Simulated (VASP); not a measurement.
Data:

```xyz
1
Lattice="0.0000 2.0404 2.0404 2.0404 0.0000 2.0404 2.0404 2.0404 0.0000" Properties=species:S:1:pos:R:3 pbc="T T T"
Au     0.0000     0.0000     0.0000
```

Level of theory: PBEsol GGA, VASP's PBE PAW potentials (set 64) (plane waves; VASP). Run with 530 eV cut-off, 14×14×14 Γ-centred mesh, first-order Methfessel-Paxton smearing of 0.10 eV, potentials Au.

Finite-difference elastic constants of metals are sensitive to mesh and smearing; shear constants can be off by tens of GPa.

Problem. Give the elastic stiffness tensor with the ions relaxed (GPa, in the frame of the cell).

Solution. 
```csv
,xx,yy,zz,yz,xz,xy
xx,199,167,167,0.0,0.0,0.0
yy,167,199,167,0.0,0.0,0.0
zz,167,167,199,0.0,0.0,0.0
yz,0.0,0.0,0.0,35.8,0.0,0.0
xz,0.0,0.0,0.0,0.0,35.8,0.0
xy,0.0,0.0,0.0,0.0,0.0,35.8
```

Problem. What does the run give for the Hill bulk modulus, Hill shear modulus, Young's modulus, Poisson's ratio?

Solution. 
| Quantity | Value |
|---|---|
| Hill bulk modulus | 178 GPa |
| Hill shear modulus | 25.9 GPa |
| Young's modulus | 74.1 GPa |
| Poisson's ratio | 0.431 |

The structure comes from a measured Au entry (Fm-3m) of the Crystallography Open Database, whose conditions weren't checked. It was relaxed first.
